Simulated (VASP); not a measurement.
A run of VASP 6.6.1 is set up as follows.

File INCAR:

```
PREC = Normal ; ENCUT = 520
EDIFF = 1E-4 ; ISMEAR = 0
SIGMA = 0.15 ; LREAL = F
LASPH = T ; NELM = 60
ALGO = Fast ; ISIF = 3
LWAVE = F ; LCHARG = F
GGA = PE ; IBRION = 2
NSW = 24 ; EDIFFG = -0.08
```

KPOINTS

```
Automatic mesh
0
Gamma
  3 3 3
```

POSCAR

```
ZrAl3B3N
1.0
    4.5300000000      0.0000000000      0.0000000000
    0.0000000000      4.5300000000      0.0000000000
    0.0000000000      0.0000000000      4.5300000000
Zr Al B N
1 3 3 1
Direct
    0.0000000000      0.0000000000      0.0000000000
    0.5000000000      0.0000000000      0.5000000000
    0.5000000000      0.5000000000      0.0000000000
    0.0000000000      0.5000000000      0.5000000000
    0.5000000000      0.0000000000      0.0000000000
    0.0000000000      0.5000000000      0.0000000000
    0.0000000000      0.0000000000      0.5000000000
    0.5000000000      0.5000000000      0.5000000000
```

Potentials or basis: VASP PAW PBE potentials, release 64 (Zr_sv, Al, B, N).

The run is started by

```sh
$ cat potpaw_PBE.64/Zr_sv/POTCAR potpaw_PBE.64/Al/POTCAR potpaw_PBE.64/B/POTCAR potpaw_PBE.64/N/POTCAR > POTCAR
$ mpirun -np 1 vasp_std > vasp.out
```

Estimate the band gap on the k mesh.

none (metal or under the smearing width).

What does it give for the relaxed cell?

a = 4.560 Å, b = 4.560 Å, c = 4.560 Å, α = 90.00°, β = 90.00°, γ = 90.00°.

The path:
| step | energy change (eV) | largest force (eV/Å) | pressure (GPa) | volume (Å³) |
| --- | --- | --- | --- | --- |
| 1 | 0.0000 | 0.0000 | 1.92 | 92.96 |
| 2 | -0.0057 | 0.0000 | -0.81 | 94.84 |

Caveat: the k mesh is coarse (spacing up to 0.46 Å⁻¹), so the values aren't converged; the relaxation stopped at a loose force limit of 0.08 eV/Å, so its end isn't a converged minimum.
